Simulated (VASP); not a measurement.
```yaml
crystal:
  lattice:
    - [0.00000, 2.65651, 2.65651]
    - [2.65651, 0.00000, 2.65651]
    - [2.65651, 2.65651, 0.00000]
  atoms:
    - { symbol: Co, position: [0.00000, 0.00000, 0.00000] }
    - { symbol: Si, position: [0.25000, 0.25000, 0.25000] }
    - { symbol: Si, position: [0.75000, 0.75000, 0.75000] }
```

Computed with r2SCAN meta-GGA, VASP's PBE PAW potentials (set 64) (plane waves; VASP). Numerical set-up: 520 eV cut-off, 11×11×11 Γ-centred mesh, tetrahedra with Blöchl corrections, potentials Co Si.

Question: Give the energies of bands 2 to 11 at the high-symmetry points, in eV from the Fermi level.

Answer: 
| band | Γ | X | U | L | W |
|---|---|---|---|---|---|
| 2 | -4.34 | -7.69 | -8.49 | -9.77 | -8.52 |
| 3 | -4.34 | -6.68 | -7.04 | -3.81 | -6.54 |
| 4 | -4.34 | -3.94 | -4.07 | -3.81 | -6.34 |
| 5 | -2.07 | -3.94 | -3.68 | -2.23 | -2.40 |
| 6 | -2.07 | -2.05 | -2.31 | -1.72 | -2.40 |
| 7 | 1.54 | -2.00 | -1.80 | -1.72 | -2.00 |
| 8 | 3.64 | -2.00 | -1.30 | -0.52 | -1.56 |
| 9 | 3.64 | -1.43 | -1.05 | -0.52 | -0.73 |
| 10 | 3.64 | 1.94 | 2.31 | 3.29 | 4.06 |
| 11 | 3.76 | 3.22 | 5.40 | 3.72 | 4.06 |

It has no gap at this level: it comes out as a metal or semimetal.

The compound is CoSi2 in the fluorite structure. It was relaxed first. The run is not spin-polarised, so no magnetic state was tried. The electron count is odd and the run is not spin-polarised, which forces a metal.
